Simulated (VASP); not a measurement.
Input:

```yaml
crystal:
  lattice:
    - [0.00000, 3.15149, 3.15149]
    - [3.15149, 0.00000, 3.15149]
    - [3.15149, 3.15149, 0.00000]
  atoms:
    - { symbol: Sn, position: [0.00000, 0.00000, 0.00000] }
    - { symbol: Te, position: [0.50000, 0.50000, 0.50000] }
```

The numbers are results of PBE GGA with D4 dispersion, VASP's PBE PAW potentials (set 64) (plane waves; VASP), not measurements. Run with 520 eV cut-off, 8×8×8 Γ-centred mesh, tetrahedra with Blöchl corrections, potentials Sn_d Te.

Unless said otherwise, spin-orbit coupling is left out, though it shifts the bands of the heavy elements here.

Q: Estimate the energy per atom (σ→0), band gap (on the k-mesh) with the smallest direct gap where there is one.

A: 
```yaml
band gap (on the k-mesh): 0.09 eV
smallest direct gap (on the k-mesh): 0.09 eV
energy per atom (σ→0): -4211 meV/atom
```

The absolute energy has meaning only against runs of the same code, potentials and settings.

The compound is SnTe in the rock salt structure, which distorts at low temperature. It was relaxed first.
